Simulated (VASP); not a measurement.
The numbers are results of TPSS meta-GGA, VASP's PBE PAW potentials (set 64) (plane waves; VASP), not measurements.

The input files of a VASP run:

INCAR:
```
ALGO=Normal
EDIFF=1E-6
EDIFFG=-0.02
ENCUT=520
IBRION=2
ISIF=3
ISMEAR=0
LASPH=.TRUE.
LCHARG=.FALSE.
LMAXMIX=4
LMIXTAU=.TRUE.
LREAL=.FALSE.
LWAVE=.FALSE.
METAGGA=TPSS
NELM=100
NSW=60
PREC=Accurate
SIGMA=0.05
SYSTEM=SnO2
```

**KPOINTS**
```
Automatic mesh
0
Gamma
4 4 6
0 0 0
```

POSCAR:
```
SnO2
1
    4.8045718009     0.0000000000     0.0000000000
   -0.0000000000     4.8045718009     0.0000000000
    0.0000000000     0.0000000000     3.2427729585
Sn O
2 4
Direct
  0.0000000000   0.0000000000   1.0000000000
  0.5000000000   0.5000000000   0.5000000000
  0.3063762501   0.3063762501   0.0000000000
  0.8063762501   0.1936237499   0.5000000000
  0.1936237499   0.8063762501   0.5000000000
  0.6936237499   0.6936237499   1.0000000000
```

POTCAR, in this order: Sn_d O (PBE.64 set). Program: vasp_std.

Q: What will the output report for the number of irreducible k-points (NKPTS), largest plane-wave count, number of space-group operations, FFT grid (NGX, NGY, NGZ)?

A: 
```
Item                                           Value
--------------------------------------  ------------
number of irreducible k-points (NKPTS)            24
largest plane-wave count                        2048
number of space-group operations                  16
FFT grid (NGX, NGY, NGZ)                36 × 36 × 24
```

The compound is SnO2 in the rutile structure. It was relaxed first. The start is the result of an earlier pass.
